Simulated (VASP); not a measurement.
All values below come from PBE GGA, VASP's PBE PAW potentials (set 64) (plane waves; VASP 6.6.1).

A VASP calculation is set up with these files.

### POSCAR
```
Na
3.6892680
 -0.5773503036   0.5773503036   0.5773503036
  0.5773503036  -0.5773503036   0.5773503036
  0.5773503036   0.5773503036  -0.5773503036
Na
1
direct
  0.0000000000   0.0000000000   0.0000000000
```

**INCAR**
```
ISIF=2
LCHARG=.FALSE.
LREAL=.FALSE.
LWAVE=.FALSE.
ALGO=Normal   # blocked Davidson
SYSTEM=Na
PREC=Low
SIGMA=0.1
ENCUT=400   # plane-wave cut-off (eV)
GGA=PE   # PBE
ISMEAR=1   # Methfessel-Paxton
LASPH=.TRUE.
EDIFF=1E-6   # SCF stop (eV)
NELM=100
```

**KPOINTS**
```
kpoints
0
G
11 11 11
```

POTCAR, in this order: Na_pv (PBE.64 set). Program: vasp_std.

The resulting files:

OSZICAR:
```
       N       E                     dE             d eps       ncg     rms          rms(c)
DAV:   1     0.170635809298E+02    0.17064E+02   -0.34706E+03   812   0.676E+02
DAV:   2    -0.970917182140E+00   -0.18034E+02   -0.18034E+02   826   0.131E+02
DAV:   3    -0.131774271971E+01   -0.34683E+00   -0.34683E+00  1029   0.256E+01
DAV:   4    -0.132063425254E+01   -0.28915E-02   -0.28915E-02   959   0.202E+00
DAV:   5    -0.132066940760E+01   -0.35155E-04   -0.35155E-04  1071   0.187E-01    0.231E-01
DAV:   6    -0.132595548148E+01   -0.52861E-02   -0.61287E-04   994   0.385E-01    0.141E-01
DAV:   7    -0.132618428796E+01   -0.22881E-03   -0.11200E-03   868   0.437E-01    0.154E-02
DAV:   8    -0.132619667098E+01   -0.12383E-04   -0.45618E-05  1029   0.149E-01    0.333E-03
DAV:   9    -0.132619991809E+01   -0.32471E-05   -0.48631E-07   700   0.112E-02    0.159E-03
DAV:  10    -0.132620080654E+01   -0.88846E-06   -0.17429E-07   455   0.526E-03
   1 F= -.13262008E+01 E0= -.13260917E+01  d E =-.327270E-03
```

OUTCAR:
```
------------------------ aborting loop because EDIFF is reached ----------------------------------------
  FORCE on cell =-STRESS in cart. coord.  units (eV):
  Direction    XX          YY          ZZ          XY          YZ          ZX
  --------------------------------------------------------------------------------------
  Total       -0.0018969     -0.0018969     -0.0018969     -0.0000000      0.0000000     -0.0000000
  in kB       -0.0786238     -0.0786238     -0.0786238     -0.0000000      0.0000000     -0.0000000
  external PRESSURE =      -0.0786238 kB  Pullay stress =       0.0000000 kB
  volume of cell :       38.65
      direct lattice vectors                 reciprocal lattice vectors
    -2.130000000  2.130000000  2.130000000     0.000000000  0.234741784  0.234741784
     2.130000000 -2.130000000  2.130000000     0.234741784  0.000000000  0.234741784
     2.130000000  2.130000000 -2.130000000     0.234741784  0.234741784  0.000000000
 POSITION                                       TOTAL-FORCE (eV/Angst)
 -----------------------------------------------------------------------------------
      0.00000      0.00000      0.00000         0.000000      0.000000     -0.000000
 -----------------------------------------------------------------------------------
    total drift:                                0.000000     -0.000000      0.000000
  FREE ENERGIE OF THE ION-ELECTRON SYSTEM (eV)
  ---------------------------------------------------
  free  energy   TOTEN  =        -1.3262008065 eV

  energy  without entropy=       -1.3258735370  energy(sigma->0) =       -1.32609172
```
(Selected blocks of OUTCAR.)

The compound is Na in the bcc structure. The cell was not relaxed at this level. The run is one of a series of settings (PREC = Low against the base run), some of them coarse on purpose.
